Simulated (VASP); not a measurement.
Write the native input for VASP 6.6.1 that does the following.

```yaml
Task: single point
Functional: rev-vdW-DF2
Potentials_or_basis: VASP PAW PBE potentials, release 64 (B, Cl)
Cutoff: 400 eV
k_mesh: 1 × 1 × 1
Occupations: gaussian, width 0.005 eV
Spin: no spin polarisation
Further_INCAR_settings: ALGO = Fast; EDIFF = 1e-06; ISYM = 0
```

The structure of BCl3 lies in POSCAR:

```
BCl3
1.0
   13.1339316568      0.0000000000      0.0000000000
    0.0000000000     13.6339316568      0.0000000000
    0.0000000000      0.0000000000     14.1339316568
B Cl
1 3
Direct
    0.5031000000      0.5049000000      0.5008000000
    0.4256000000      0.4153000000      0.4496000000
    0.5377000000      0.4958000000      0.6197000000
    0.5459000000      0.6036000000      0.4329000000
```

One way to write it, as run:

INCAR

```
SYSTEM = BCl3
AGGAC = 0.0
ALGO = Fast
EDIFF = 1E-6
ENCUT = 400
GGA = MK
ISIF = 2
ISMEAR = 0
ISYM = 0
LASPH = .True.
LCHARG = .False.
LREAL = .False.
LUSE_VDW = .True.
LWAVE = .False.
NELM = 60
PARAM1 = 0.1234
PARAM2 = 0.711357
PREC = Accurate
SIGMA = 0.005
ZAB_VDW = -1.8867
```

KPOINTS

```
k-points
0
Gamma
  1 1 1
  0 0 0
```

Potentials or basis: VASP PAW PBE potentials, release 64 (B, Cl).

The run is started by

```bash
$ cat potpaw_PBE.64/B/POTCAR potpaw_PBE.64/Cl/POTCAR > POTCAR
$ mpirun -np 4 vasp_gam > vasp.out
```

It gave:

```yaml
Largest_force: 0.073 eV/Å
Gap_between_the_frontier_levels: 4.98 eV
```

Caveat: the PAW data sets were made with another functional, which shifts forces and pressure a little.

Run time: 6 min on 4 MPI ranks on Intel(R) Xeon(R) 6975P-C (Granite Rapids) (shared host), peak memory 1.3 GiB a rank.
